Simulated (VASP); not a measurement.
Given:

```
CELL_PARAMETERS angstrom
     -1.67512     1.67512     5.67112
      1.67512    -1.67512     5.67112
      1.67512     1.67512    -5.67112
ATOMIC_POSITIONS crystal
  Mo 0.75000 0.75000 0.00000
  Mo 0.50000 0.00000 0.50000
  Se 0.16600 0.16600 0.00000
  Se 0.91600 0.41600 0.50000
```

These are PBE GGA, VASP's PBE PAW potentials (set 64) (plane waves; VASP 6.6.1) values and carry that method's errors. Settings: 300 eV cut-off, 5×5×5 Γ-centred mesh, Fermi-Dirac smearing of 0.10 eV, potentials Mo_sv Se.

At this cut-off the stress carries a Pulay error, which pulls relaxed volumes low. Energy and stress use the plane-wave basis of the starting cell.

Q: The ions, cell shape and volume are relaxed. Give the cell that the relaxation ends in.

A: 
```
CELL_PARAMETERS angstrom
     -1.69574     1.69574     5.90992
      1.69574    -1.69574     5.90992
      1.69574     1.69574    -5.90992
ATOMIC_POSITIONS crystal
  Mo 0.75074 0.75074 0.00000
  Mo 0.50074 0.00074 0.50000
  Se 0.16526 0.16526 0.00000
  Se 0.91526 0.41526 0.50000
```
Space group I4_1md (109), at a tolerance of 0.03 Å.

Q: How do energy and volume change from the first to the last step?

A: The energy (σ→0) changes by -37.6 meV/atom and the volume by +6.8 %, in 12 ionic steps.

The structure was generated: MoSe was put into an ordered model structure, which need not be its known phase. This run relaxes it. Symmetry was kept, so distortions that lower it aren't found. The k-mesh is coarse (spacing up to 0.52 per Å, 2π included), so the numbers may not be converged in it. The run is one of a series of settings (EDIFFG = -0.01, IBRION = 2, ISIF = 3, NSW = 50 against the base run), some of them coarse on purpose.
